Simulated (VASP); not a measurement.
Calculation: PBE GGA, VASP's PBE PAW potentials (set 64) (plane waves; VASP).

Input for VASP

### INCAR
```
! general
SYSTEM  = SrVO3
PREC    = Accurate
ENCUT   = 400
LREAL   = .FALSE.
LASPH   = .TRUE.

! electronic loop
EDIFF   = 1E-6
NELM    = 100
ALGO    = Normal
LMAXMIX = 4

! smearing
ISMEAR  = -1
SIGMA   = 0.1

! functional
GGA     = PE

! ions
ISIF    = 2

! output
LWAVE   = .FALSE.
LCHARG  = .FALSE.
```

### POSCAR
```
SrVO3
1
    3.7843200000     0.0000000000     0.0000000000
    0.0000000000     3.7843200000     0.0000000000
    0.0000000000     0.0000000000     3.7843200000
Sr V O
1 1 3
Direct
  0.0000000000   0.0000000000   0.0000000000
  0.5000000000   0.5000000000   0.5000000000
  0.5000000000   0.0000000000   0.5000000000
  0.0000000000   0.5000000000   0.5000000000
  0.5000000000   0.5000000000   0.0000000000
```

**KPOINTS**
```
Automatic mesh
0
Gamma
9 9 9
0 0 0
```

POTCAR, in this order: Sr_sv V_sv O (PBE.64 set). Program: vasp_std.

Output of the run:

File OSZICAR:
```
       N       E                     dE             d eps       ncg     rms          rms(c)
DAV:   1     0.389667487316E+03    0.38967E+03   -0.21044E+04  1688   0.148E+03
DAV:   2    -0.287367681755E+02   -0.41840E+03   -0.41414E+03  2200   0.443E+02
DAV:   3    -0.488386225973E+02   -0.20102E+02   -0.19950E+02  1768   0.110E+02
DAV:   4    -0.494321168879E+02   -0.59349E+00   -0.59288E+00  2992   0.164E+01
DAV:   5    -0.494361139441E+02   -0.39971E-02   -0.39918E-02  1960   0.112E+00    0.424E+01
DAV:   6    -0.405372738571E+02    0.88988E+01   -0.89425E+01  2296   0.746E+01    0.187E+01
DAV:   7    -0.397848756170E+02    0.75240E+00   -0.26298E+01  1952   0.470E+01    0.188E+01
DAV:   8    -0.392094514795E+02    0.57542E+00   -0.34116E+00  1832   0.174E+01    0.302E+00
DAV:   9    -0.392305406700E+02   -0.21089E-01   -0.18167E-01  2408   0.253E+00    0.144E+00
DAV:  10    -0.392239523719E+02    0.65883E-02   -0.10991E-01  1832   0.321E+00    0.494E-01
DAV:  11    -0.392215627594E+02    0.23896E-02   -0.16086E-02  1768   0.112E+00    0.141E-01
DAV:  12    -0.392216468261E+02   -0.84067E-04   -0.89720E-04  2040   0.260E-01    0.793E-02
DAV:  13    -0.392216295573E+02    0.17269E-04   -0.16386E-04  1960   0.107E-01    0.924E-03
DAV:  14    -0.392216315819E+02   -0.20247E-05   -0.14376E-05  2400   0.234E-02    0.101E-02
DAV:  15    -0.392216313256E+02    0.25636E-06   -0.14229E-06   920   0.884E-03
   1 F= -.39221631E+02 E0= -.39190588E+02  d E =-.620868E-01
```

File OUTCAR:
```
------------------------ aborting loop because EDIFF is reached ----------------------------------------
  FORCE on cell =-STRESS in cart. coord.  units (eV):
  Direction    XX          YY          ZZ          XY          YZ          ZX
  --------------------------------------------------------------------------------------
  Total        2.5134377      2.5134377      2.5134377      0.0000000      0.0000000     -0.0000000
  in kB       74.3045060     74.3045060     74.3045060      0.0000000      0.0000000     -0.0000000
  external PRESSURE =      74.3045060 kB  Pullay stress =       0.0000000 kB
  volume of cell :       54.20
      direct lattice vectors                 reciprocal lattice vectors
     3.784320000  0.000000000  0.000000000     0.264248267  0.000000000  0.000000000
     0.000000000  3.784320000  0.000000000     0.000000000  0.264248267  0.000000000
     0.000000000  0.000000000  3.784320000     0.000000000  0.000000000  0.264248267
 POSITION                                       TOTAL-FORCE (eV/Angst)
 -----------------------------------------------------------------------------------
      0.00000      0.00000      0.00000         0.000000      0.000000      0.000000
      1.89216      1.89216      1.89216         0.000000      0.000000      0.000000
      1.89216      0.00000      1.89216         0.000000      0.000000      0.000000
      0.00000      1.89216      1.89216         0.000000      0.000000      0.000000
      1.89216      1.89216      0.00000         0.000000      0.000000      0.000000
 -----------------------------------------------------------------------------------
    total drift:                                0.000000      0.000000      0.000000
  FREE ENERGIE OF THE ION-ELECTRON SYSTEM (eV)
  ---------------------------------------------------
  free  energy   TOTEN  =       -39.2216313256 eV

  energy  without entropy=      -39.1595445446  energy(sigma->0) =      -39.19058794
```
(Selected blocks of OUTCAR.)

### OUTCAR
```
 val. band max:        6.8304986023   @ k =   0.3333   0.2222   0.0000

 cond. band min:       6.8463390576   @ k =   0.2222   0.2222   0.1111


 Fermi energy:         6.8326880510

 k-point     1 :       0.0000    0.0000    0.0000
  band No.  band energies     occupation
      1     -59.0233      2.00000
      2     -32.8916      2.00000
      3     -32.8916      2.00000
      4     -32.8916      2.00000
      5     -27.7394      2.00000
      6     -13.2714      2.00000
      7     -12.0387      2.00000
      8     -12.0387      2.00000
      9      -9.7625      2.00000
     10      -9.7625      2.00000
     11      -9.7625      2.00000
     12       1.4381      2.00000
     13       1.4381      2.00000
     14       1.4381      2.00000
     15       3.3464      2.00000
     16       3.3464      2.00000
     17       3.3464      2.00000
     18       4.2830      2.00000
     19       4.2830      2.00000
     20       4.2830      2.00000
     21       5.7892      1.99994
     22       5.7892      1.99994
     23       5.7892      1.99994
     24       8.2417      0.00000

 k-point     2 :       0.1111    0.0000    0.0000
  band No.  band energies     occupation
      1     -59.0227      2.00000
      2     -32.8962      2.00000
      3     -32.8909      2.00000
      4     -32.8909      2.00000
      5     -27.7346      2.00000
      6     -13.2740      2.00000
      7     -12.0558      2.00000
      8     -12.0293      2.00000
      9      -9.7538      2.00000
     10      -9.7538      2.00000
     11      -9.6644      2.00000
     12       1.2528      2.00000
     13       1.4292      2.00000
     14       1.4292      2.00000
     15       3.1398      2.00000
     16       3.1398      2.00000
     17       3.2254      2.00000
     18       3.8625      2.00000
     19       4.1706      2.00000
     20       4.1706      2.00000
     21       5.8052      1.99993
     22       6.1368      1.99810
     23       6.1368      1.99810
     24       8.2473      0.00000
...
```

At this cut-off the stress carries a Pulay error, which pulls relaxed volumes low.

The structure is a typed SrVO3 crystal (Pm-3m). The cell was not relaxed at this level. The run is not spin-polarised, so no magnetic state was tried. The electron count is odd and the run is not spin-polarised, which forces a metal.
